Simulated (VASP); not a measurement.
These are r2SCAN meta-GGA, VASP's PBE PAW potentials (set 64) (plane waves; VASP) values and carry that method's errors.

A VASP calculation is set up with these files.

INCAR:
```
ALGO=Normal
EDIFF=1E-7
EDIFFG=-0.01
ENCUT=520
IBRION=2
ISIF=4
ISMEAR=0
LASPH=.True.
LCHARG=.False.
LMAXMIX=4
LMIXTAU=.True.
LREAL=.False.
LWAVE=.False.
METAGGA=R2SCAN
NELM=100
NSW=30
PREC=Accurate
SIGMA=0.05
SYSTEM=CdSe
```

KPOINTS:
```
Automatic mesh
0
Gamma
6 6 3
0 0 0
```

POSCAR:
```
CdSe
1
    2.1526250316    -3.7284556824     0.0000000000
    2.1526250316     3.7284556824     0.0000000000
    0.0000000000     0.0000000000     7.0128305888
Cd Se
2 2
Direct
  0.6666670000   0.3333330000   0.5000227911
  0.3333330000   0.6666670000   0.0000227911
  0.6666670000   0.3333330000   0.8759772089
  0.3333330000   0.6666670000   0.3759772089
```

POTCAR, in this order: Cd Se (PBE.64 set). Program: vasp_std.

Output of the run:

**OSZICAR**
```
       N       E                     dE             d eps       ncg     rms          rms(c)
DAV:   1     0.181275778840E+03    0.18128E+03   -0.17680E+04   616   0.151E+03
DAV:   2    -0.677757749532E+02   -0.24905E+03   -0.24397E+03   682   0.357E+02
DAV:   3    -0.814304647564E+02   -0.13655E+02   -0.13608E+02   748   0.836E+01
DAV:   4    -0.815474387244E+02   -0.11697E+00   -0.11694E+00   670   0.760E+00
DAV:   5    -0.815484028914E+02   -0.96417E-03   -0.96411E-03   730   0.650E-01    0.886E+00
DAV:   6    -0.752668200034E+02    0.62816E+01   -0.66784E+00   706   0.346E+01    0.101E+01
DAV:   7    -0.732037856670E+02    0.20630E+01   -0.65950E-01   616   0.862E+00    0.732E+00
DAV:   8    -0.736199636767E+02   -0.41618E+00   -0.61463E-01   616   0.810E+00    0.764E-01
DAV:   9    -0.710678868000E+02    0.25521E+01   -0.12278E+00   622   0.792E+00    0.806E-01
DAV:  10    -0.712403504272E+02   -0.17246E+00   -0.79174E-02   628   0.243E+00    0.763E-01
DAV:  11    -0.712365485768E+02    0.38019E-02   -0.40663E-03   754   0.589E-01    0.826E-01
DAV:  12    -0.714227813036E+02   -0.18623E+00   -0.48177E-02   676   0.132E+00    0.366E-01
DAV:  13    -0.717945596586E+02   -0.37178E+00   -0.27440E-01   652   0.334E+00    0.456E-01
DAV:  14    -0.717883453237E+02    0.62143E-02   -0.53952E-02   652   0.192E+00    0.288E-01
DAV:  15    -0.717896899673E+02   -0.13446E-02   -0.41239E-03   676   0.513E-01    0.122E-01
DAV:  16    -0.718012603885E+02   -0.11570E-01   -0.38793E-03   640   0.410E-01    0.513E-02
DAV:  17    -0.718091783396E+02   -0.79180E-02   -0.33380E-03   646   0.451E-01    0.898E-02
DAV:  18    -0.718104718825E+02   -0.12935E-02   -0.94110E-04   616   0.273E-01    0.461E-02
DAV:  19    -0.718107604941E+02   -0.28861E-03   -0.48807E-04   646   0.202E-01    0.210E-02
DAV:  20    -0.718108313904E+02   -0.70896E-04   -0.22696E-05   682   0.394E-02    0.217E-02
DAV:  21    -0.718108796193E+02   -0.48229E-04   -0.10350E-04   628   0.763E-02    0.391E-03
DAV:  22    -0.718108939066E+02   -0.14287E-04   -0.13967E-05   652   0.287E-02    0.332E-03
DAV:  23    -0.718108935623E+02    0.34423E-06   -0.45070E-07   632   0.636E-03    0.306E-03
DAV:  24    -0.718108940759E+02   -0.51359E-06   -0.58740E-07   628   0.807E-03    0.155E-03
DAV:  25    -0.718108945237E+02   -0.44774E-06   -0.35464E-07   528   0.482E-03    0.138E-03
DAV:  26    -0.718108945856E+02   -0.61937E-07   -0.50161E-08   398   0.222E-03
   1 F= -.71810895E+02 E0= -.71810895E+02  d E =-.718109E+02
       N       E                     dE             d eps       ncg     rms          rms(c)
DAV:   1    -0.718110421125E+02   -0.14759E-03   -0.84164E-03   622   0.675E-01    0.683E-02
DAV:   2    -0.718109404411E+02    0.10167E-03   -0.20312E-04   700   0.129E-01    0.339E-02
DAV:   3    -0.718109161670E+02    0.24274E-04   -0.67740E-05   706   0.707E-02    0.124E-02
DAV:   4    -0.718109107306E+02    0.54364E-05   -0.26879E-05   646   0.414E-02    0.531E-03
DAV:   5    -0.718109131022E+02   -0.23716E-05   -0.18470E-05   640   0.358E-02    0.401E-03
DAV:   6    -0.718109184999E+02   -0.53977E-05   -0.42172E-06   616   0.165E-02    0.904E-04
DAV:   7    -0.718109187124E+02   -0.21245E-06   -0.38055E-07   608   0.514E-03    0.780E-04
DAV:   8    -0.718109187221E+02   -0.97102E-08   -0.67430E-08   404   0.248E-03
   2 F= -.71810919E+02 E0= -.71810919E+02  d E =-.241365E-04
```

### OUTCAR
```
------------------------ aborting loop because EDIFF is reached ----------------------------------------
  FORCE on cell =-STRESS in cart. coord.  units (eV):
  Direction    XX          YY          ZZ          XY          YZ          ZX
  --------------------------------------------------------------------------------------
  Total        1.1688445      1.1688443      1.1719397      0.0000000      0.0000000      0.0000000
  in kB       16.6359112     16.6359090     16.6799655      0.0000000      0.0000000      0.0000000
  external PRESSURE =      16.6505952 kB  Pullay stress =       0.0000000 kB
  volume of cell :      112.57
      direct lattice vectors                 reciprocal lattice vectors
     2.151958021 -3.727300380  0.000000000     0.232346540 -0.134145346  0.000000000
     2.151958021  3.727300380  0.000000000     0.232346540  0.134145346  0.000000000
     0.000000000  0.000000000  7.017178599     0.000000000  0.000000000  0.142507417
  FREE ENERGIE OF THE ION-ELECTRON SYSTEM (eV)
  ---------------------------------------------------
  free  energy   TOTEN  =       -71.8109187221 eV

  energy  without entropy=      -71.8109187221  energy(sigma->0) =      -71.81091872

 reached required accuracy - stopping structural energy minimisation
```
(Selected blocks of OUTCAR.)

**CONTCAR**
```
CdSe
   1.00000000000000
     2.1519580214251084   -3.7273003802962652    0.0000000000000000
     2.1519580214251084    3.7273003802962652    0.0000000000000000
     0.0000000000000000    0.0000000000000000    7.0171785990704407
  Cd              Se
     2     2
Direct
     0.6666669999999968    0.3333330000000032    0.4999947971163187
     0.3333330000000032    0.6666669999999968    0.9999947971163187
     0.6666669999999968    0.3333330000000032    0.8760052028836790
     0.3333330000000032    0.6666669999999968    0.3760052028836789
```

The compound is CdSe in the wurtzite structure. This cell is one point of a volume scan, at 0.97 of the reference volume. Symmetry was kept, so distortions that lower it aren't found.
